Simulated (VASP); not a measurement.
```yaml
crystal:
  lattice:
    - [0.00000, 3.19102, 3.19102]
    - [3.19102, 0.00000, 3.19102]
    - [3.19102, 3.19102, 0.00000]
  atoms:
    - { symbol: K, position: [0.00000, 0.00000, 0.00000] }
    - { symbol: Cl, position: [0.50000, 0.50000, 0.50000] }
```

Method: PBE GGA, VASP's PBE PAW potentials (set 64) (plane waves; VASP 6.6.1). Numerical set-up: 520 eV cut-off, 7×7×7 Γ-centred mesh, Gaussian smearing of 0.050 eV, potentials K_sv Cl.

**Question.** What does the run give for the energy per atom (σ→0), band gap (on the k-mesh) with the smallest direct gap where there is one?

**Answer.** 
| Property | Result |
|---|---|
| band gap (on the k-mesh) | 5.04 eV |
| smallest direct gap (on the k-mesh) | 5.04 eV |
| energy per atom (σ→0) | -3.405 eV/atom |

Only differences to runs with the same potentials and settings are physical.

The compound is KCl in the rock salt structure. It was relaxed first.
